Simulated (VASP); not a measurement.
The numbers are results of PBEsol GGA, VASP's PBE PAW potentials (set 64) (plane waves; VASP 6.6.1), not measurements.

The input files of a VASP run:

### INCAR
```
SYSTEM = Al3GaSb4
PREC = Accurate
ENCUT = 400
EDIFF = 1E-7
NELM = 100
ALGO = Normal
LREAL = .FALSE.
LASPH = .TRUE.
ISMEAR = -5
GGA = PS
LMAXMIX = 4
LWAVE = .FALSE.
LCHARG = .TRUE.
LORBIT = 11
NEDOS = 601
ISIF = 2
LEFG = .TRUE.
```

### POSCAR
```
Al3GaSb4
1
   -0.0000000000     3.0783125388     3.0783125388
    3.0783125388    -0.0000000000     3.0783125388
   12.3027888244    12.3027888244     0.0104613305
Ga Sb Al
1 4 3
Direct
  0.0000783756   0.0000783756   0.9999412183
  0.2515786519   0.2515786519   0.0613160111
  0.2504726306   0.2504726306   0.3121455270
  0.2496842138   0.2496842138   0.5627368396
  0.2486428545   0.2486428545   0.8135178592
  0.0008494405   0.0008494405   0.2493629197
  0.9999584770   0.9999584770   0.5000311423
  0.9987353560   0.9987353560   0.7509484829
```

**KPOINTS**
```
Automatic mesh
0
Gamma
7 7 2
0 0 0
```

POTCAR, in this order: Ga_d Sb Al (PBE.64 set). Program: vasp_std.

What VASP printed:

OSZICAR:
```
       N       E                     dE             d eps       ncg     rms          rms(c)
DAV:   1     0.196937624453E+03    0.19694E+03   -0.14043E+04  1776   0.120E+03
DAV:   2    -0.152711671293E+02   -0.21221E+03   -0.20802E+03  1922   0.250E+02
DAV:   3    -0.346122605232E+02   -0.19341E+02   -0.18929E+02  2094   0.781E+01
DAV:   4    -0.351802094196E+02   -0.56795E+00   -0.56639E+00  2086   0.144E+01
DAV:   5    -0.351967282663E+02   -0.16519E-01   -0.16509E-01  2560   0.246E+00    0.658E+00
DAV:   6    -0.348489136915E+02    0.34781E+00   -0.39925E-01  2158   0.531E+00    0.406E+00
DAV:   7    -0.347263538816E+02    0.12256E+00   -0.42005E-01  1966   0.302E+00    0.587E-01
DAV:   8    -0.347245062966E+02    0.18476E-02   -0.35639E-02  1998   0.180E+00    0.250E-01
DAV:   9    -0.347250914952E+02   -0.58520E-03   -0.48779E-03  2048   0.456E-01    0.993E-02
DAV:  10    -0.347250296045E+02    0.61891E-04   -0.32726E-04  2134   0.137E-01    0.282E-02
DAV:  11    -0.347251192335E+02   -0.89629E-04   -0.86348E-05  2004   0.510E-02    0.196E-02
DAV:  12    -0.347251237163E+02   -0.44828E-05   -0.90969E-06  2220   0.143E-02    0.430E-03
DAV:  13    -0.347251244526E+02   -0.73632E-06   -0.19268E-06  1834   0.724E-03    0.304E-03
DAV:  14    -0.347251246884E+02   -0.23585E-06   -0.17537E-07  1644   0.232E-03    0.653E-04
DAV:  15    -0.347251248128E+02   -0.12432E-06   -0.66508E-08  1070   0.138E-03    0.336E-04
DAV:  16    -0.347251248093E+02    0.34802E-08   -0.73362E-09   988   0.646E-04
   1 F= -.34725125E+02 E0= -.34725125E+02  d E =0.000000E+00
```

OUTCAR:
```
------------------------ aborting loop because EDIFF is reached ----------------------------------------
  FORCE on cell =-STRESS in cart. coord.  units (eV):
  Direction    XX          YY          ZZ          XY          YZ          ZX
  --------------------------------------------------------------------------------------
  Total       -0.0006000     -0.0006000     -0.0006000      0.0193751     -0.0193751     -0.0193751
  in kB       -0.0041249     -0.0041249     -0.0041249      0.1331926     -0.1331926     -0.1331926
  external PRESSURE =      -0.0041249 kB  Pullay stress =       0.0000000 kB
  volume of cell :      233.06
      direct lattice vectors                 reciprocal lattice vectors
     0.000000000  3.078312539  3.078312539    -0.162495739  0.162357565  0.162495739
     3.078312539  0.000000000  3.078312539     0.162357565 -0.162495739  0.162495739
    12.302788824 12.302788824  0.010461330     0.040658478  0.040658478 -0.040658478
 POSITION                                       TOTAL-FORCE (eV/Angst)
 -----------------------------------------------------------------------------------
     12.30231     12.30231      0.01094         0.002694      0.002694     -0.002694
      1.52880      1.52880      1.54952         0.007591      0.007591     -0.007591
      4.61129      4.61129      1.54533        -0.007775     -0.007775      0.007775
      7.69184      7.69184      1.54310         0.009987      0.009987     -0.009987
     10.77394     10.77394      1.53931        -0.007194     -0.007194      0.007194
      3.07047      3.07047      0.00784        -0.007351     -0.007351      0.007351
      9.22996      9.22996      6.16160         0.001432      0.001432     -0.001432
     12.31318     12.31318      6.15670         0.000616      0.000616     -0.000616
 -----------------------------------------------------------------------------------
    total drift:                               -0.000493     -0.000493      0.000527
  FREE ENERGIE OF THE ION-ELECTRON SYSTEM (eV)
  ---------------------------------------------------
  free  energy   TOTEN  =       -34.7251248093 eV

  energy  without entropy=      -34.7251248093  energy(sigma->0) =      -34.72512481

 total charge

# of ion       s       p       d       tot
------------------------------------------
    1        0.905   0.753   9.963  11.621
    2        1.126   1.351   0.026   2.503
    3        1.114   1.414   0.023   2.551
    4        1.114   1.413   0.023   2.550
    5        1.117   1.397   0.024   2.538
    6        0.416   0.353   0.000   0.769
    7        0.415   0.352   0.000   0.768
    8        0.416   0.353   0.000   0.769
--------------------------------------------------
tot          6.624   7.387  10.058  24.069

 Electric field gradients after diagonalization (V/A^2)
 (convention: |V_zz| > |V_xx| > |V_yy|)
----------------------------------------------------------------------
 ion       V_xx      V_yy      V_zz     asymmetry (V_yy - V_xx)/ V_zz
----------------------------------------------------------------------
   1       0.610     0.602    -1.213       0.006
   2      31.338    31.338   -62.677       0.000
   3      -2.279    -2.279     4.558       0.000
   4      -2.720    -2.720     5.440       0.000
   5     -28.042   -28.042    56.084       0.000
   6       0.304     0.304    -0.608       0.000
   7      -0.218    -0.218     0.435       0.000
   8      -0.563    -0.563     1.126       0.000
```
(Selected blocks of OUTCAR.)

The structure was generated: Al3GaSb4 was put into an ordered model structure (R3m), which need not be its known phase. It was relaxed first.
